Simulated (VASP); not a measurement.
A run of VASP 6.6.1 is set up as follows.

POSCAR

```
HfO2
1.0
    0.0000000000      2.5291823194      2.5291823194
    2.5291823194      0.0000000000      2.5291823194
    2.5291823194      2.5291823194      0.0000000000
Hf O
1 2
Direct
    0.0000000000      0.0000000000      0.0000000000
    0.2500000000      0.2500000000      0.2500000000
    0.7500000000      0.7500000000      0.7500000000
```

File INCAR.step1:

```
SYSTEM = HfO2
ALGO = Normal ; EDIFF = 1E-5
ENCUT = 520 ; GGA = PE
ISIF = 2 ; ISMEAR = 0
LASPH = .TRUE. ; LCHARG = .FALSE.
LREAL = .FALSE. ; LWAVE = .TRUE.
NBANDS = 18 ; NELM = 100
PREC = Accurate ; SIGMA = 0.01
```

Contents of INCAR.step2:

```
SYSTEM = HfO2
ALGO = Normal ; EDIFF = 1E-7
ENCUT = 520 ; GGA = PE
HFSCREEN = 0.2079 ; ISIF = 2
ISMEAR = 0 ; ISTART = 1
LASPH = .TRUE. ; LCHARG = .FALSE.
LHFCALC = .TRUE. ; LREAL = .FALSE.
LWAVE = .FALSE. ; NBANDS = 18
NELM = 100 ; PREC = Accurate
PRECFOCK = Normal ; SIGMA = 0.01
```

Contents of KPOINTS:

```
k-points
0
G
  4 4 4
  0 0 0
```

Potentials or basis: VASP PAW PBE potentials, release 64 (Hf_pv, O).

Launch:

```console
$ cat potpaw_PBE.64/Hf_pv/POTCAR potpaw_PBE.64/O/POTCAR > POTCAR
$ cp INCAR.step1 INCAR
$ mpirun -np 1 vasp_std > vasp.out
$ cp INCAR.step2 INCAR
$ mpirun -np 1 vasp_std > vasp.out
```

**Question.** What does it give for the band gap on the k mesh?

**Answer.** 5.36 eV, direct.

**Question.** Estimate the pressure.

**Answer.** -5.3 GPa.

Caveat: the k mesh is coarse (spacing up to 0.54 Å⁻¹), so the values aren't converged, least of all with exact exchange; the PAW data sets were made with another functional, which shifts forces and pressure a little; spin-orbit coupling is left out, which moves the levels of the heavy elements. A k mesh can miss the band edges.
